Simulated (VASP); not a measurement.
VASP runs on AuCl (space group C2/c) share one base input (PBE GGA, plane waves, VASP's PBE PAW potentials (set 64)) and change the settings named in each case.

**KPOINTS**
```
Automatic mesh
0
Gamma
6 6 3
0 0 0
```

POSCAR:
```
AuCl
1
    2.9899060000    -2.1849810000     0.0000000000
    2.9899060000     2.1849810000     0.0000000000
   -1.0852270000     0.0000000000     6.4573640000
Au Cl
2 2
Direct
  0.0000000000   0.5000000000   0.0000000000
  0.5000000000   0.0000000000   0.5000000000
  0.5816000000   0.4184000000   0.2500000000
  0.4184000000   0.5816000000   0.7500000000
```

INCAR:
```
# general
SYSTEM  = AuCl
PREC    = Accurate
ENCUT   = 300   # plane-wave cut-off (eV)
LREAL   = .FALSE.   # projection in real space or not
LASPH   = .TRUE.

# electronic loop
EDIFF   = 1E-6   # SCF stop (eV)
NELM    = 100   # most electronic steps
ALGO    = Normal   # blocked Davidson
LMAXMIX = 6   # l cut-off of mixed one-centre charges

# smearing
ISMEAR  = -1
SIGMA   = 0.1   # width (eV)

# functional
GGA     = PE

# ions
ISIF    = 2

# output
LWAVE   = .FALSE.
LCHARG  = .FALSE.
```

POTCAR, in this order: Au Cl (PBE.64 set). Program: vasp_std.

| change | E(σ→0) (eV/atom) | pressure (GPa) | largest force (eV/Å) | −TS (eV) |
|---|---|---|---|---|
| base run | -2.2729 | 10.25 | 0.293 | -0.0162 |
| GGA = PS | -2.7096 | 5.36 | 0.189 | -0.0182 |
| GGA_COMPAT = .FALSE., LNONCOLLINEAR = .TRUE., LSORBIT = .TRUE., MAGMOM = 0.0 0.0 0.0 0.0 0.0 0.0 0.0 0.0 0.0 0.0 0.0 0.0, program vasp_ncl | -2.3833 | 9.92 | 0.267 | -0.0178 |
| KPOINTS 4×4×3 Γ-centred mesh | -2.2715 | 10.37 | 0.303 | -0.0107 |
 Energies of different potentials or functionals have different zeros.  Unless said otherwise, spin-orbit coupling is left out, though it shifts the bands of the heavy elements here. At 300 eV the pressure can carry a Pulay error.

Left out are runs that ran out of time, are held back, or changed the cell or the kind of run, fixed moments of cells without a moment, rows past the twelfth, gaps on odd meshes, pressures of charged cells and columns that move by less than the noise.

The structure was generated: AuCl was put into an ordered model structure, which need not be its known phase. The cell was not relaxed at this level, forces remain on its atoms.
